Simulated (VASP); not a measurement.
Output of a VASP run:

**OUTCAR**
```
 ion  position               nearest neighbor table
   1  0.000  0.000  0.000-   2 2.48   3 2.48   4 2.48   2 2.48   3 2.48   2 2.48   4 2.48   2 2.48
                             3 2.48   4 2.48   3 2.48   4 2.48
   2  0.000  0.500  0.500-   1 2.48   3 2.48   4 2.48   1 2.48   4 2.48   1 2.48   3 2.48   1 2.48
                             3 2.48   4 2.48   4 2.48   3 2.48
   3  0.500  0.000  0.500-   1 2.48   2 2.48   4 2.48   1 2.48   4 2.48   2 2.48   4 2.48   4 2.48
                             1 2.48   2 2.48   1 2.48   2 2.48
   4  0.500  0.500  0.000-   1 2.48   2 2.48   3 2.48   2 2.48   3 2.48   1 2.48   3 2.48   3 2.48
                             1 2.48   2 2.48   2 2.48   1 2.48
  LATTYP: Found a simple cubic cell.
 ALAT       =     3.5063006423
 Subroutine PRICEL returns:
 Original cell was already a primitive cell.
 Subroutine GETGRP returns: Found 48 space group operations
The static configuration has the point symmetry O_h .
The dynamic configuration has the point symmetry O_h .
 Subroutine INISYM returns: Found 48 space group operations
 Subroutine IBZKPT returns following result:
 Found     35 irreducible k-points:

 Following reciprocal coordinates:
            Coordinates               Weight
  0.000000  0.000000  0.000000      1.000000
  0.111111  0.000000  0.000000      6.000000
  0.222222  0.000000  0.000000      6.000000
  0.333333  0.000000  0.000000      6.000000
  0.444444  0.000000  0.000000      6.000000
  0.111111  0.111111  0.000000     12.000000
  0.222222  0.111111  0.000000     24.000000
  0.333333  0.111111  0.000000     24.000000
  0.444444  0.111111  0.000000     24.000000
  0.222222  0.222222  0.000000     12.000000
  0.333333  0.222222  0.000000     24.000000
  0.444444  0.222222  0.000000     24.000000
  0.333333  0.333333  0.000000     12.000000
  0.444444  0.333333  0.000000     24.000000
  0.444444  0.444444  0.000000     12.000000
  0.111111  0.111111  0.111111      8.000000
  0.222222  0.111111  0.111111     24.000000
  0.333333  0.111111  0.111111     24.000000
  0.444444  0.111111  0.111111     24.000000
  0.222222  0.222222  0.111111     24.000000
  0.333333  0.222222  0.111111     48.000000
  0.444444  0.222222  0.111111     48.000000
  0.333333  0.333333  0.111111     24.000000
  0.444444  0.333333  0.111111     48.000000
  0.444444  0.444444  0.111111     24.000000
  0.222222  0.222222  0.222222      8.000000
  0.333333  0.222222  0.222222     24.000000
  0.444444  0.222222  0.222222     24.000000
  0.333333  0.333333  0.222222     24.000000
  0.444444  0.333333  0.222222     48.000000
  0.444444  0.444444  0.222222     24.000000
  0.333333  0.333333  0.333333      8.000000
  0.444444  0.333333  0.333333     24.000000
  0.444444  0.444444  0.333333     24.000000
  0.444444  0.444444  0.444444      8.000000
   k-points           NKPTS =     35   k-points in BZ     NKDIM =     35   number of bands    NBANDS=     21
   number of dos      NEDOS =    301   number of ions     NIONS =      4
   total plane-waves  NPLWV =  21952
   dimension x,y,z NGX =    28 NGY =   28 NGZ =   28
   dimension x,y,z NGXF=    56 NGYF=   56 NGZF=   56
   ions per type =               1   3
   PREC   = accura    normal or accurate (medium, high low for compatibility)
   ISTART =      0    job   : 0-new  1-cont  2-samecut
   ICHARG =      2    charge: 1-file 2-atom 10-const
   ISPIN  =      1    spin polarized calculation?
   LNONCOLLINEAR =      F non collinear calculations
   LSORBIT =      F    spin-orbit coupling
   INIWAV =      1    electr: 0-lowe 1-rand  2-diag
   ENCUT  =  500.0 eV  36.75 Ry    6.06 a.u.   6.39  6.39  6.39*2*pi/ulx,y,z
   NELM   =    100;   NELMIN=  2; NELMDL= -5     # of ELM steps
   EDIFF  = 0.1E-05   stopping-criterion for ELM
   LREAL  =      F    real-space projection
   NLSPLINE    = F    spline interpolate recip. space projectors
   LMAXMIX     =    4 max onsite mixed and CHGCAR
   VOSKOWN=      0    Vosko Wilk Nusair interpolation
   EDIFFG = -.2E-01   stopping-criterion for IOM
   NSW    =     40    number of steps for IOM
   NBLOCK =      1;   KBLOCK =     40    inner block; outer block
...
```

**OSZICAR**
```
       N       E                     dE             d eps       ncg     rms          rms(c)
DAV:   1     0.197663442425E+03    0.19766E+03   -0.15431E+04  1470   0.210E+03
DAV:   2    -0.163656273672E+02   -0.21403E+03   -0.20665E+03  1470   0.369E+02
DAV:   3    -0.271245505526E+02   -0.10759E+02   -0.10342E+02  1580   0.110E+02
DAV:   4    -0.273905326384E+02   -0.26598E+00   -0.26470E+00  1721   0.153E+01
DAV:   5    -0.273997222010E+02   -0.91896E-02   -0.91884E-02  1751   0.272E+00    0.195E+01
DAV:   6    -0.272554814252E+02    0.14424E+00   -0.56080E+01  1671   0.122E+02    0.171E+01
DAV:   7    -0.237393940828E+02    0.35161E+01   -0.16315E+01  1641   0.676E+01    0.406E+00
DAV:   8    -0.237008816724E+02    0.38512E-01   -0.69921E-01  1538   0.637E+00    0.146E+00
DAV:   9    -0.236828500124E+02    0.18032E-01   -0.35424E-02  1964   0.274E+00    0.568E-01
DAV:  10    -0.236805591264E+02    0.22909E-02   -0.34351E-03  2007   0.466E-01    0.235E-01
DAV:  11    -0.236801857245E+02    0.37340E-03   -0.73740E-04  2226   0.326E-01    0.546E-02
DAV:  12    -0.236801744692E+02    0.11255E-04   -0.10837E-04  1600   0.123E-01    0.152E-02
DAV:  13    -0.236801733111E+02    0.11581E-05   -0.79516E-06  1655   0.187E-02    0.850E-03
DAV:  14    -0.236801726754E+02    0.63569E-06   -0.58150E-07   860   0.101E-02
   1 F= -.22334911E+02 E0= -.22334996E+02  d E =-.223349E+02
       N       E                     dE             d eps       ncg     rms          rms(c)
DAV:   1    -0.250980370932E+02   -0.14179E+01   -0.17616E+01  1505   0.658E+01    0.107E+01
DAV:   2    -0.247714987252E+02    0.32654E+00   -0.17988E+01  1671   0.725E+01    0.816E+00
DAV:   3    -0.236498901866E+02    0.11216E+01   -0.51510E+00  1653   0.388E+01    0.182E+00
DAV:   4    -0.236116629396E+02    0.38227E-01   -0.16454E-01  1604   0.363E+00    0.679E-01
DAV:   5    -0.236066901579E+02    0.49728E-02   -0.66850E-03  1973   0.104E+00    0.305E-01
DAV:   6    -0.236061021713E+02    0.58799E-03   -0.17928E-03  1840   0.416E-01    0.699E-02
DAV:   7    -0.236060950965E+02    0.70748E-05   -0.13834E-04  1570   0.124E-01    0.371E-02
DAV:   8    -0.236060850113E+02    0.10085E-04   -0.30468E-05  1719   0.329E-02    0.926E-03
DAV:   9    -0.236060828687E+02    0.21427E-05   -0.53272E-06  1537   0.313E-02    0.229E-03
DAV:  10    -0.236060828360E+02    0.32646E-07   -0.31951E-07   820   0.879E-03
   2 F= -.22326345E+02 E0= -.22326444E+02  d E =0.856598E-02
       N       E                     dE             d eps       ncg     rms          rms(c)
DAV:   1    -0.241424230195E+02   -0.53634E+00   -0.54387E+00  1500   0.381E+01    0.626E+00
DAV:   2    -0.241622546782E+02   -0.19832E-01   -0.69828E+00  1683   0.431E+01    0.507E+00
DAV:   3    -0.236749074492E+02    0.48735E+00   -0.18724E+00  1660   0.238E+01    0.933E-01
DAV:   4    -0.236688415977E+02    0.60659E-02   -0.70014E-02  1592   0.210E+00    0.490E-01
DAV:   5    -0.236658783585E+02    0.29632E-02   -0.10977E-02  1833   0.168E+00    0.115E-01
DAV:   6    -0.236657986456E+02    0.79713E-04   -0.96784E-04  1520   0.379E-01    0.333E-02
DAV:   7    -0.236658092791E+02   -0.10633E-04   -0.33789E-05  2115   0.457E-02    0.250E-02
DAV:   8    -0.236658161652E+02   -0.68862E-05   -0.22221E-06  1208   0.160E-02    0.500E-03
DAV:   9    -0.236658151709E+02    0.99435E-06   -0.66460E-07   803   0.857E-03
   3 F= -.22350231E+02 E0= -.22350321E+02  d E =-.153204E-01
```

### OUTCAR
```
------------------------ aborting loop because EDIFF is reached ----------------------------------------
  FORCE on cell =-STRESS in cart. coord.  units (eV):
  Direction    XX          YY          ZZ          XY          YZ          ZX
  --------------------------------------------------------------------------------------
  Total        1.3193989      1.3193989      1.3193989     -0.0000000     -0.0000000      0.0000000
  in kB       50.1449882     50.1449882     50.1449882     -0.0000000     -0.0000000      0.0000000
  external PRESSURE =       0.1449882 kB  Pullay stress =      50.0000000 kB
  volume of cell :       42.16
      direct lattice vectors                 reciprocal lattice vectors
     3.480324399  0.000000000  0.000000000     0.287329538 -0.000000000  0.000000000
     0.000000000  3.480324399  0.000000000    -0.000000000  0.287329538 -0.000000000
    -0.000000000  0.000000000  3.480324399     0.000000000  0.000000000  0.287329538
 POSITION                                       TOTAL-FORCE (eV/Angst)
 -----------------------------------------------------------------------------------
      0.00000      0.00000      0.00000        -0.000000     -0.000000      0.000000
      0.00000      1.74016      1.74016         0.000000      0.000000      0.000000
      1.74016      0.00000      1.74016        -0.000000      0.000000      0.000000
      1.74016      1.74016      0.00000        -0.000000     -0.000000      0.000000
 -----------------------------------------------------------------------------------
    total drift:                                0.000000      0.000000      0.000000
  FREE ENERGIE OF THE ION-ELECTRON SYSTEM (eV)
  ---------------------------------------------------
  free  energy   TOTEN  =       -23.6658151709 eV

  energy  without entropy=      -23.6660837253  energy(sigma->0) =      -23.66590469
  enthalpy is  TOTEN    =       -22.3502311179 eV   P V=        1.3155840530

 reached required accuracy - stopping structural energy minimisation
```
(Selected blocks of OUTCAR.)

### POSCAR
```
Ni3Si
1
    3.5063006423     0.0000000000     0.0000000000
    0.0000000000     3.5063006423     0.0000000000
    0.0000000000     0.0000000000     3.5063006423
Si Ni
1 3
Direct
  0.0000000000   0.0000000000   0.0000000000
  0.0000000000   0.5000000000   0.5000000000
  0.5000000000   0.0000000000   0.5000000000
  0.5000000000   0.5000000000   0.0000000000
```

Write an INCAR and KPOINTS that could have produced this output.

This is not unique; one that fits is the input of the run itself, PBE GGA, plane waves, VASP's PBE PAW potentials (set 64).

KPOINTS:
```
Regular mesh
0
gamma
 9 9 9
```

INCAR:
```
SYSTEM = Ni3Si
PREC = Accurate; ENCUT = 500; LREAL = F
LASPH = T
EDIFF = 1E-6; NELM = 100; ALGO = Normal
LMAXMIX = 4
ISMEAR = 1; SIGMA = 0.1
GGA = PE
IBRION = 2; NSW = 40; ISIF = 3
EDIFFG = -0.02; PSTRESS = 50
LWAVE = F; LCHARG = F
```

POTCAR, in this order: Si Ni (PBE.64 set). Program: vasp_std.

Energy and stress use the plane-wave basis of the starting cell.

The compound is Ni3Si in the L1_2 structure. This run relaxes it under an external pressure of 5 GPa. Symmetry was kept, so distortions that lower it aren't found. The run is not spin-polarised, so no magnetic state was tried.
